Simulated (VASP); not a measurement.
Wanted: the native input for a VASP 6.6.1 run.

| Quantity | Value |
| --- | --- |
| Task | single point |
| Functional | PBE |
| Potentials or basis | VASP PAW PBE potentials, release 64 (O, H, Zn, Cl) |
| Cutoff | 520 eV |
| k mesh | 1 × 1 × 1 |
| Occupations | fermi-dirac, width 0.05 eV |
| Spin | no spin polarisation |
| Dipole correction | no |
| Further INCAR settings | LREAL = Auto; ALGO = Normal; EDIFF = 1e-07; NBANDS = 53 |

The structure of ZnH12Cl2O6 lies in POSCAR:

```
ZnH12Cl2O6
1.0
    6.2658270000      0.0000000000      0.0000000000
    0.0000000000      6.2658270000      0.0000000000
    0.0000000000      0.0000000000      6.2658270000
O H Zn Cl
6 12 1 2
Direct
   -0.0694880341      0.8509491245      0.3405935082
    0.2948054582      0.5858763735      0.2462085212
    0.8193491458      0.4921936083     -0.0409203765
    0.0763187365      0.2707543633      0.5445250882
    0.2975824261      0.7414504103      0.7405087948
    0.6064642385      0.8897309166      0.9845787316
   -0.0528741058      0.9891431730      0.2986038395
   -0.1542334316      0.8403040812      0.2106984441
    0.4052138688      0.6880975169      0.2353560033
    0.2008673396      0.6352872494      0.3746033844
    0.8689834558      0.6118266591      0.0425961330
    0.9595541020      0.4257857742     -0.0389254284
   -0.0430110822      0.3497383506      0.5932177827
    0.1652774646      0.2684561830      0.6795591388
    0.2334568126      0.6398836099      0.8381654967
    0.1630112035      0.7968301710      0.7282997121
    0.6190403916      0.9687627826      0.8515555888
    0.6979445810      0.7776946283      0.9595700615
    0.3305868483      0.2504697305      0.3054185824
    0.6478953217      0.2032133986      0.4409792993
    0.1169837597      0.1313793056      0.0141880713
```

The cell was built by a generator and needn't be a form met in nature.

These files were run (other wordings do the same):

INCAR

```
SYSTEM = ZnH12Cl2O6
PREC = Accurate
ENCUT = 520
EDIFF = 1E-7
ISMEAR = -1
SIGMA = 0.05
LREAL = Auto
LASPH = .TRUE.
NELM = 80
ALGO = Normal
ISIF = 2
LWAVE = .FALSE.
LCHARG = .FALSE.
GGA = PE
NBANDS = 53
```

KPOINTS

```
regular mesh
0
G
  1 1 1
  0 0 0
```

Potentials or basis: VASP PAW PBE potentials, release 64 (O, H, Zn, Cl).

Run with:

```sh
$ cat potpaw_PBE.64/O/POTCAR potpaw_PBE.64/H/POTCAR potpaw_PBE.64/Zn/POTCAR potpaw_PBE.64/Cl/POTCAR > POTCAR
$ mpirun -np 1 vasp_gam > vasp.out
```

Results of the run:

* Pressure: 4.7 GPa
* Largest force: 4.842 eV/Å
* Band gap on the k mesh: 3.40 eV, direct

Run time: 28 s on 1 thread of Intel(R) Xeon(R) Platinum 8559C (Emerald Rapids), on a shared host, peak memory 0.31 GiB.
